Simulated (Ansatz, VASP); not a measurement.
**WSe2: VASP beside Ansatz**

One calculation is typed for both programs; each brings its own data sets. How far apart do they land? The cell is taken from a series of runs on this material, whose earlier steps may have relaxed, scaled, displaced or heated it; both programs get it as it stands.

Method: plane waves, with VASP 6.6.1 beside it; zone-centre phonons at LDA, in Ansatz 0.2.0.

## Step 1: The starting structure

Symmetry: P6_3/mmc, No. 194, hexagonal system. Conventional cell: a = 3.251 Å, b = 3.251 Å, c = 13.186 Å, α = 90.00°, β = 90.00°, γ = 120.00°. Nearest to W lie 6 Se at 2.51 Å. Nearest to Se lie 3 W at 2.51 Å. Farther neighbours and most contacts between anions are not listed.

As a file:

```xyz
6
Lattice="3.2515 0.0000 0.0000 -1.6257 2.8159 0.0000 0.0000 0.0000 13.1860" Properties=species:S:1:pos:R:3 pbc="T T T"
W     0.0000    1.8772    3.2965
W     1.6257    0.9386    9.8895
Se    0.0000    1.8772    8.2242
Se    1.6257    0.9386    1.6312
Se    0.0000    1.8772   11.5547
Se    1.6257    0.9386    4.9618
```

## Step 2: VASP: zone-centre phonons, LDA

Second derivatives magnify differences that forces hide, and they need a tight electronic threshold.

Lines of VASP's logs that name or quote its potential files are left out, and so is its time.

Contents of INCAR:

```
SYSTEM = WSe2
PREC = Accurate
ENCUT = 600
EDIFF = 1E-08
NELM = 120
ISMEAR = 0
SIGMA = 0.01
LREAL = .FALSE.
ALGO = Normal
GGA = CA
NBANDS = 24
LASPH = .TRUE.
LORBIT = 11
LWAVE = .FALSE.
LCHARG = .FALSE.
ISIF = 2
IBRION = 8
GGA_COMPAT = .FALSE.
EFERMI = MIDGAP
KPAR = 2
```

Contents of POSCAR:

```
WSe2
1.0
    3.2514764164      0.0000000000      0.0000000000
   -1.6257382082      2.8158611764      0.0000000000
    0.0000000000      0.0000000000     13.1859589108
W Se
2 4
Direct
    0.3333333333      0.6666666667      0.2500000000
    0.6666666667      0.3333333333      0.7500000000
    0.3333333333      0.6666666667      0.6237089413
    0.6666666667      0.3333333333      0.1237089413
    0.3333333333      0.6666666667      0.8762910587
    0.6666666667      0.3333333333      0.3762910587
```

Contents of KPOINTS:

```
Automatic mesh
0
Gamma
6 6 1
0 0 0
```

The projector-augmented-wave data sets are W and Se (LDA family, release 64).

The run is started by

```console
$ mpirun -np 2 vasp_std
```

Numbers of over 12 decimals in the logs are rounded to 6 here.

Output:

```text
[banner, memory and clock lines left out]
running    2 mpi-ranks, on    1 nodes
 distrk:  each k-point on    1 cores,    2 groups
 distr:  one band on    1 cores,    1 groups

 POSCAR found type information on POSCAR W Se
 POSCAR found :  2 types and       6 ions
 LDA part: xc-table for (Slater(with rela. corr.)+CA(PZ))
 , standard interpolation
 POSCAR, INCAR and KPOINTS ok, starting setup
 FFT: planning ... GRIDC
 FFT: planning ... GRID_SOFT
 FFT: planning ... GRID
 WAVECAR not read
 entering main loop
       N       E                     dE             d eps       ncg     rms          rms(c)
DAV:   1     0.202015076384E+03    0.20202E+03   -0.17001E+04   336   0.147E+03
DAV:   2    -0.352204784703E+02   -0.23724E+03   -0.23016E+03   488   0.266E+02
DAV:   3    -0.503836245226E+02   -0.15163E+02   -0.15078E+02   448   0.673E+01
DAV:   4    -0.506166366076E+02   -0.23301E+00   -0.23259E+00   440   0.897E+00
DAV:   5    -0.506213978635E+02   -0.47613E-02   -0.47591E-02   472   0.110E+00    0.325E+01
DAV:   6    -0.490556027150E+02    0.15658E+01   -0.68642E+00   464   0.123E+01    0.131E+01
DAV:   7    -0.487948988158E+02    0.26070E+00   -0.39095E+00   440   0.964E+00    0.713E+00
DAV:   8    -0.486119134114E+02    0.18299E+00   -0.59642E-01   472   0.434E+00    0.930E-01
DAV:   9    -0.486102974339E+02    0.16160E-02   -0.58284E-02   432   0.123E+00    0.277E-01
DAV:  10    -0.486092238938E+02    0.10735E-02   -0.67321E-03   472   0.437E-01    0.171E-01
DAV:  11    -0.486092159806E+02    0.79132E-05   -0.98321E-04   456   0.166E-01    0.598E-02
DAV:  12    -0.486091515993E+02    0.64381E-04   -0.27895E-04   496   0.917E-02    0.190E-02
DAV:  13    -0.486091525601E+02   -0.96082E-06   -0.18045E-05   440   0.226E-02    0.569E-03
DAV:  14    -0.486091526277E+02   -0.67649E-07   -0.23306E-06   496   0.722E-03    0.442E-03
DAV:  15    -0.486091523938E+02    0.23398E-06   -0.86589E-07   496   0.488E-03    0.112E-03
DAV:  16    -0.486091523941E+02   -0.35129E-09   -0.84514E-08   432   0.139E-03
   1 F= -.48609152E+02 E0= -.48609152E+02  d E =0.000000E+00
 Linear response reoptimize wavefunctions to high precision
DAV:   1    -0.486091523938E+02    0.29740E-09   -0.38901E-09   344   0.377E-04
DAV:   2    -0.486091523937E+02    0.87311E-10   -0.38588E-10   296   0.110E-04
 Linear response DOF=           4
 Linear response progress:
  Degree of freedom:   1/  4
       N       E                     dE             d eps       ncg     rms          rms(c)
RMM:   1    -0.117038902435E+00   -0.11704E+00   -0.98527E-02  1596   0.152E+00
RMM:   2    -0.112959697563E+00    0.40792E-02   -0.39996E-03  1515   0.280E-01    0.152E-01
RMM:   3    -0.112474194630E+00    0.48550E-03   -0.28834E-04  1558   0.816E-02    0.901E-02
RMM:   4    -0.112328203344E+00    0.14599E-03   -0.22186E-04  1539   0.892E-02    0.117E-02
RMM:   5    -0.112382954249E+00   -0.54751E-04   -0.11070E-05  1687   0.113E-02    0.320E-03
RMM:   6    -0.112396258429E+00   -0.13304E-04   -0.82606E-07  1632   0.302E-03    0.478E-04
RMM:   7    -0.112394568184E+00    0.16902E-05    0.20491E-06  1725   0.692E-04    0.153E-04
RMM:   8    -0.112393965858E+00    0.60233E-06    0.42009E-07  1784   0.224E-04    0.418E-05
RMM:   9    -0.112393856385E+00    0.10947E-06    0.41350E-08  1813   0.716E-05    0.202E-05
RMM:  10    -0.112393827604E+00    0.28781E-07   -0.58141E-08  1867   0.451E-05    0.272E-06
RMM:  11    -0.112393845285E+00   -0.17681E-07   -0.53256E-09  1952   0.344E-05    0.128E-06
RMM:  12    -0.112393850210E+00   -0.49247E-08    0.28978E-08  1886   0.326E-05    0.707E-07
 first order change of Fermi-energy  -0.87711E-04
 force on displaced ion       1 direction 1 : -19.488   0.001  -0.000
 Linear response progress:
  Degree of freedom:   2/  4
       N       E                     dE             d eps       ncg     rms          rms(c)
RMM:   1    -0.163585586795E+00   -0.16359E+00   -0.15773E-01   685   0.169E+00
RMM:   2    -0.147768940742E+00    0.15817E-01   -0.63598E-03   553   0.410E-01    0.153E-01
RMM:   3    -0.147212340649E+00    0.55660E-03   -0.58476E-04   560   0.101E-01    0.882E-02
RMM:   4    -0.147136133354E+00    0.76207E-04   -0.30613E-04   532   0.835E-02    0.290E-02
RMM:   5    -0.147239897672E+00   -0.10376E-03   -0.26497E-05   574   0.219E-02    0.885E-03
RMM:   6    -0.147283402940E+00   -0.43505E-04   -0.43620E-06   577   0.755E-03    0.164E-03
RMM:   7    -0.147287437103E+00   -0.40342E-05   -0.16547E-06   613   0.186E-03    0.679E-04
RMM:   8    -0.147288604482E+00   -0.11674E-05   -0.42873E-07   603   0.817E-04    0.359E-04
RMM:   9    -0.147288396696E+00    0.20779E-06   -0.97604E-07   629   0.425E-04    0.678E-05
RMM:  10    -0.147288715288E+00   -0.31859E-06   -0.12157E-06   634   0.129E-04    0.279E-05
RMM:  11    -0.147288662697E+00    0.52590E-07   -0.37961E-07   667   0.676E-05    0.690E-06
RMM:  12    -0.147288638212E+00    0.24485E-07    0.33340E-08   690   0.502E-05    0.625E-06
RMM:  13    -0.147288647047E+00   -0.88354E-08   -0.86744E-09   675   0.471E-05    0.121E-06
 first order change of Fermi-energy  -0.41688E-06
 force on displaced ion       1 direction 3 :   0.000  -0.000 -30.357
 Linear response progress:
  Degree of freedom:   3/  4
       N       E                     dE             d eps       ncg     rms          rms(c)
RMM:   1    -0.714586134328E-01   -0.71459E-01    0.42781E-02  2165   0.136E+00
RMM:   2    -0.705205836585E-01    0.93803E-03   -0.23256E-03  1578   0.258E-01    0.955E-02
RMM:   3    -0.706339548482E-01   -0.11337E-03   -0.17371E-04  1747   0.463E-02    0.578E-02
RMM:   4    -0.707964071526E-01   -0.16245E-03   -0.37493E-05  1686   0.314E-02    0.640E-03
RMM:   5    -0.707733893284E-01    0.23018E-04   -0.41337E-06  1803   0.604E-03    0.412E-03
RMM:   6    -0.707538148081E-01    0.19575E-04   -0.15061E-06  1715   0.297E-03    0.416E-04
RMM:   7    -0.707542937861E-01   -0.47898E-06    0.58995E-07  1865   0.676E-04    0.126E-04
RMM:   8    -0.707546916745E-01   -0.39789E-06   -0.16346E-07  1851   0.193E-04    0.320E-05
RMM:   9    -0.707546861419E-01    0.55326E-08   -0.17443E-08  1982   0.760E-05    0.138E-05
 first order change of Fermi-energy   0.90033E-05
 force on displaced ion       3 direction 1 :  -9.372  -0.001  -0.001
 Linear response progress:
  Degree of freedom:   4/  4
       N       E                     dE             d eps       ncg     rms          rms(c)
RMM:   1    -0.129454646023E+00   -0.12945E+00    0.50887E-02   777   0.146E+00
RMM:   2    -0.123610764890E+00    0.58439E-02   -0.42717E-03   563   0.340E-01    0.266E-01
RMM:   3    -0.123486047574E+00    0.12472E-03   -0.69868E-04   578   0.107E-01    0.208E-01
RMM:   4    -0.123483144822E+00    0.29028E-05   -0.35620E-04   587   0.612E-02    0.547E-02
RMM:   5    -0.123488375097E+00   -0.52303E-05   -0.73544E-05   559   0.389E-02    0.839E-03
RMM:   6    -0.123491559400E+00   -0.31843E-05   -0.10347E-05   608   0.916E-03    0.348E-03
RMM:   7    -0.123492984819E+00   -0.14254E-05    0.18803E-07   603   0.427E-03    0.112E-03
RMM:   8    -0.123494718810E+00   -0.17340E-05    0.11366E-06   627   0.105E-03    0.474E-04
RMM:   9    -0.123496115439E+00   -0.13966E-05   -0.15980E-07   630   0.370E-04    0.202E-04
RMM:  10    -0.123496859368E+00   -0.74393E-06    0.60030E-08   650   0.202E-04    0.669E-05
RMM:  11    -0.123497013654E+00   -0.15429E-06   -0.95841E-08   665   0.796E-05    0.351E-05
RMM:  12    -0.123497128962E+00   -0.11531E-06    0.19567E-07   681   0.492E-05    0.118E-05
RMM:  13    -0.123497140520E+00   -0.11558E-07    0.11058E-07   696   0.346E-05    0.327E-06
RMM:  14    -0.123497141567E+00   -0.10479E-08    0.97682E-08   682   0.309E-05    0.144E-06
 first order change of Fermi-energy   0.67990E+00
 force on displaced ion       3 direction 3 :  -0.000   0.000 -16.991
 Linear response finished
```

Parts of OUTCAR (step 2):

```text
ion  position               nearest neighbor table
   1  0.333  0.667  0.250-   4 2.51   6 2.51   4 2.51   6 2.51   4 2.51   6 2.51
   2  0.667  0.333  0.750-   3 2.51   5 2.51   3 2.51   5 2.51   3 2.51   5 2.51
   3  0.333  0.667  0.624-   2 2.51   2 2.51   2 2.51
   4  0.667  0.333  0.124-   1 2.51   1 2.51   1 2.51
   5  0.333  0.667  0.876-   2 2.51   2 2.51   2 2.51
   6  0.667  0.333  0.376-   1 2.51   1 2.51   1 2.51

  LATTYP: Found a hexagonal cell.
 ALAT       =     3.2514764164
 C/A-ratio  =     4.0553758423

 Subroutine GETGRP returns: Found 24 space group operations
 (whereof 12 operations were pure point group operations)

The static configuration has the point symmetry D_3d.
 The point group associated with its full space group is D_6h.

 Found      7 irreducible k-points:

   k-points           NKPTS =      7   k-points in BZ     NKDIM =      7   number of bands    NBANDS=     24

   dimension x,y,z NGX =    28 NGY =   28 NGZ =  108
   dimension x,y,z NGXF=    56 NGYF=   56 NGZF=  216

   ENCUT  =  600.0 eV  44.10 Ry    6.64 a.u.   6.49  6.49 26.34*2*pi/ulx,y,z

   NELECT =      36.0000    total number of electrons

 k-points in reciprocal lattice and weights: Automatic mesh
   0.00000000  0.00000000  0.00000000       0.028
   0.16666667 -0.00000000  0.00000000       0.167
   0.33333333  0.00000000  0.00000000       0.167
   0.50000000 -0.00000000  0.00000000       0.083
   0.16666667  0.16666667  0.00000000       0.167
   0.33333333  0.16666667  0.00000000       0.333
   0.33333333  0.33333333  0.00000000       0.056

 average (electrostatic) potential at core
       1 -40.8502       2 -40.8502       3 -59.2146       4 -59.2146       5 -59.2146
       6 -59.2146

  Total       -0.1172346     -0.1172346      0.0317642      0.0000000     -0.0000000      0.0000000
  in kB       -1.5558323     -1.5558323      0.4215454      0.0000000     -0.0000000      0.0000000
  external PRESSURE =      -0.8967064 kB  Pullay stress =       0.0000000 kB

  energy-cutoff  :      600.00
  volume of cell :      120.73
      direct lattice vectors                 reciprocal lattice vectors
     3.251476416  0.000000000  0.000000000     0.307552592  0.177565572  0.000000000
    -1.625738208  2.815861176  0.000000000     0.000000000  0.355131144  0.000000000
     0.000000000  0.000000000 13.185958911     0.000000000  0.000000000  0.075838246

 POSITION                                       TOTAL-FORCE (eV/Angst)
 -----------------------------------------------------------------------------------
     -0.00000      1.87724      3.29649        -0.000000     -0.000000     -0.000000
      1.62574      0.93862      9.88947        -0.000000      0.000000     -0.000000
     -0.00000      1.87724      8.22420         0.000000     -0.000000     -0.053504
      1.62574      0.93862      1.63122        -0.000000     -0.000000     -0.053504
     -0.00000      1.87724     11.55474         0.000000      0.000000      0.053504
      1.62574      0.93862      4.96176        -0.000000      0.000000      0.053504
 -----------------------------------------------------------------------------------
    total drift:                               -0.000000      0.000000     -0.000000

 Eigenvectors and eigenvalues of the dynamical matrix
 ----------------------------------------------------

   1 f  =    9.351718 THz    58.758574 2PiTHz  311.939721 cm-1    38.675579 meV
             X         Y         Z           dx          dy          dz
     -0.000000  1.877241  3.296490    -0.000000   -0.000000   -0.480115
      1.625738  0.938620  9.889469    -0.000000   -0.000000    0.480115
     -0.000000  1.877241  8.224200     0.000000    0.000000   -0.367076
      1.625738  0.938620  1.631221     0.000000    0.000000    0.367076
     -0.000000  1.877241 11.554738     0.000000    0.000000   -0.367076
      1.625738  0.938620  4.961758     0.000000   -0.000000    0.367076

   2 f  =    9.314798 THz    58.526605 2PiTHz  310.708230 cm-1    38.522894 meV
             X         Y         Z           dx          dy          dz
     -0.000000  1.877241  3.296490     0.000000    0.000000    0.480659
      1.625738  0.938620  9.889469    -0.000000   -0.000000    0.480659
     -0.000000  1.877241  8.224200     0.000000    0.000000   -0.366720
      1.625738  0.938620  1.631221    -0.000000   -0.000000   -0.366720
     -0.000000  1.877241 11.554738     0.000000    0.000000   -0.366720
      1.625738  0.938620  4.961758    -0.000000    0.000000   -0.366720

   3 f  =    7.645504 THz    48.038118 2PiTHz  255.026558 cm-1    31.619249 meV
             X         Y         Z           dx          dy          dz
     -0.000000  1.877241  3.296490     0.000000    0.000000    0.000000
      1.625738  0.938620  9.889469    -0.000000   -0.000000   -0.000000
     -0.000000  1.877241  8.224200     0.000000    0.000000   -0.500000
      1.625738  0.938620  1.631221    -0.000000   -0.000000   -0.500000
     -0.000000  1.877241 11.554738     0.000000    0.000000    0.500000
      1.625738  0.938620  4.961758    -0.000000   -0.000000    0.500000

   4 f  =    7.605908 THz    47.789326 2PiTHz  253.705766 cm-1    31.455492 meV
             X         Y         Z           dx          dy          dz
     -0.000000  1.877241  3.296490    -0.000000   -0.000000    0.000000
      1.625738  0.938620  9.889469     0.000000    0.000000    0.000000
     -0.000000  1.877241  8.224200    -0.000000   -0.000000    0.500000
      1.625738  0.938620  1.631221     0.000000    0.000000   -0.500000
     -0.000000  1.877241 11.554738    -0.000000   -0.000000   -0.500000
      1.625738  0.938620  4.961758     0.000000    0.000000    0.500000

   5 f  =    7.486738 THz    47.040562 2PiTHz  249.730697 cm-1    30.962646 meV
             X         Y         Z           dx          dy          dz
     -0.000000  1.877241  3.296490     0.480180    0.000019   -0.000000
      1.625738  0.938620  9.889469    -0.480180   -0.000019    0.000000
     -0.000000  1.877241  8.224200     0.367033    0.000015    0.000000
      1.625738  0.938620  1.631221    -0.367033   -0.000015    0.000000
     -0.000000  1.877241 11.554738     0.367033    0.000015   -0.000000
      1.625738  0.938620  4.961758    -0.367033   -0.000015   -0.000000

   6 f  =    7.486738 THz    47.040562 2PiTHz  249.730697 cm-1    30.962646 meV
             X         Y         Z           dx          dy          dz
     -0.000000  1.877241  3.296490    -0.000019    0.480180   -0.000000
      1.625738  0.938620  9.889469     0.000019   -0.480180    0.000000
     -0.000000  1.877241  8.224200    -0.000015    0.367033    0.000000
      1.625738  0.938620  1.631221     0.000015   -0.367033    0.000000
     -0.000000  1.877241 11.554738    -0.000015    0.367033   -0.000000
      1.625738  0.938620  4.961758     0.000015   -0.367033    0.000000

   7 f  =    7.470932 THz    46.941253 2PiTHz  249.203482 cm-1    30.897280 meV
             X         Y         Z           dx          dy          dz
     -0.000000  1.877241  3.296490    -0.480638   -0.000022    0.000000
      1.625738  0.938620  9.889469    -0.480638   -0.000022   -0.000000
     -0.000000  1.877241  8.224200     0.366733    0.000017   -0.000000
      1.625738  0.938620  1.631221     0.366733    0.000017   -0.000000
     -0.000000  1.877241 11.554738     0.366733    0.000017    0.000000
      1.625738  0.938620  4.961758     0.366733    0.000017    0.000000

   8 f  =    7.470932 THz    46.941253 2PiTHz  249.203482 cm-1    30.897280 meV
             X         Y         Z           dx          dy          dz
     -0.000000  1.877241  3.296490    -0.000022    0.480638   -0.000000
      1.625738  0.938620  9.889469    -0.000022    0.480638    0.000000
     -0.000000  1.877241  8.224200     0.000017   -0.366733    0.000000
      1.625738  0.938620  1.631221     0.000017   -0.366733    0.000000
     -0.000000  1.877241 11.554738     0.000017   -0.366733   -0.000000
      1.625738  0.938620  4.961758     0.000017   -0.366733    0.000000

   9 f  =    5.277019 THz    33.156490 2PiTHz  176.022415 cm-1    21.823988 meV
             X         Y         Z           dx          dy          dz
     -0.000000  1.877241  3.296490     0.000000    0.000000    0.000000
      1.625738  0.938620  9.889469     0.000000   -0.000000   -0.000000
     -0.000000  1.877241  8.224200     0.500000   -0.000026    0.000000
      1.625738  0.938620  1.631221    -0.500000    0.000026   -0.000000
     -0.000000  1.877241 11.554738    -0.500000    0.000026   -0.000000
      1.625738  0.938620  4.961758     0.500000   -0.000026    0.000000

  10 f  =    5.277019 THz    33.156490 2PiTHz  176.022415 cm-1    21.823988 meV
             X         Y         Z           dx          dy          dz
     -0.000000  1.877241  3.296490    -0.000000    0.000000    0.000000
      1.625738  0.938620  9.889469     0.000000   -0.000000    0.000000
     -0.000000  1.877241  8.224200    -0.000026   -0.500000    0.000000
      1.625738  0.938620  1.631221     0.000026    0.500000   -0.000000
     -0.000000  1.877241 11.554738     0.000026    0.500000    0.000000
      1.625738  0.938620  4.961758    -0.000026   -0.500000   -0.000000

  11 f  =    5.273122 THz    33.132002 2PiTHz  175.892413 cm-1    21.807870 meV
             X         Y         Z           dx          dy          dz
     -0.000000  1.877241  3.296490     0.000000    0.000000    0.000000
      1.625738  0.938620  9.889469    -0.000000    0.000000    0.000000
     -0.000000  1.877241  8.224200    -0.500000   -0.000006   -0.000000
      1.625738  0.938620  1.631221    -0.500000   -0.000006   -0.000000
     -0.000000  1.877241 11.554738     0.500000    0.000006   -0.000000
      1.625738  0.938620  4.961758     0.500000    0.000006    0.000000

  12 f  =    5.273122 THz    33.132002 2PiTHz  175.892413 cm-1    21.807870 meV
             X         Y         Z           dx          dy          dz
     -0.000000  1.877241  3.296490     0.000000    0.000000   -0.000000
      1.625738  0.938620  9.889469     0.000000    0.000000   -0.000000
     -0.000000  1.877241  8.224200    -0.000006    0.500000   -0.000000
      1.625738  0.938620  1.631221    -0.000006    0.500000   -0.000000
     -0.000000  1.877241 11.554738     0.000006   -0.500000   -0.000000
      1.625738  0.938620  4.961758     0.000006   -0.500000   -0.000000

  13 f  =    0.745654 THz     4.685084 2PiTHz   24.872348 cm-1     3.083777 meV
             X         Y         Z           dx          dy          dz
     -0.000000  1.877241  3.296490    -0.000000   -0.000000   -0.519124
      1.625738  0.938620  9.889469     0.000000    0.000000    0.519124
     -0.000000  1.877241  8.224200     0.000000    0.000000    0.339493
      1.625738  0.938620  1.631221    -0.000000   -0.000000   -0.339493
     -0.000000  1.877241 11.554738     0.000000    0.000000    0.339493
      1.625738  0.938620  4.961758    -0.000000   -0.000000   -0.339493
    [... 43 further lines ...]
     -0.000000  1.877241 11.554738     0.155961    0.301965   -0.000000
      1.625738  0.938620  4.961758     0.155961    0.301965   -0.000000

 ELASTIC MODULI CONTR FROM IONIC RELAXATION (kBar)
 Direction    XX          YY          ZZ          XY          YZ          ZX
 --------------------------------------------------------------------------------
 XX        -482.5622   -285.6357   -991.1331      0.0000     -0.0000      0.0000
 YY        -285.6357   -482.5622   -991.1331     -0.0000     -0.0000     -0.0000
 ZZ        -991.1331   -991.1331  -2557.5305      0.0000     -0.0000      0.0000
 XY           0.0000     -0.0000      0.0000    -98.4633     -0.0000      0.0000
 YZ           0.0000      0.0000     -0.0000     -0.0000  -1288.4823     -0.0000
 ZX           0.0000     -0.0000      0.0000      0.0000     -0.0000  -1130.5461
 --------------------------------------------------------------------------------
```

(Part 1 of 2 ends here.)

[Lines on the potential files, build, host, timing and source positions are cut from VASP's logs without a mark.]

[Logs are printed without paths, hosts, clocks, repeated set-up lines and the standing remarks that a program may print on its own settings, such as how far it seeks lower states.]

[Hosts, paths, dates, database ids (printed as entryN), source tags and the programs' standing remarks are cut or masked in the printed files.]
